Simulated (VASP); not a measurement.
# ZnCd₃S₄ (space group P-43m): computed properties

Calculation: r2SCAN meta-GGA, VASP's PBE PAW potentials (set 64) (plane waves; VASP).

```
Property                                                                                                           Value
---------------------------------------------  -------------------------------------------------------------------------
space group                                                                                                  P-43m (215)
cell                                           a = 5.747 Å, b = 5.747 Å, c = 5.747 Å, α = 90.00°, β = 90.00°, γ = 90.00°
volume per atom                                                                                            23.73 Å³/atom
band gap (over mesh and band path)                                                                               1.75 eV
smallest direct gap (over mesh and band path)                                                                    1.75 eV
band-edge character                                                                                       direct, Γ to Γ
density                                                                                                       4.64 g/cm³
```

```
CELL_PARAMETERS angstrom
      5.74729     0.00000     0.00000
      0.00000     5.74729     0.00000
      0.00000     0.00000     5.74729
ATOMIC_POSITIONS crystal
  Zn 0.00000 0.00000 0.00000
  Cd 0.00000 0.50000 0.50000
  Cd 0.50000 0.00000 0.50000
  Cd 0.50000 0.50000 0.00000
  S  0.76365 0.76365 0.23635
  S  0.76365 0.23635 0.76365
  S  0.23635 0.23635 0.23635
  S  0.23635 0.76365 0.76365
```

The structure comes from a computed database's ZnCd3S4 entry (P-43m); how it stands against other phases isn't given here. It was relaxed first. Symmetry was kept, so distortions that lower it aren't found.
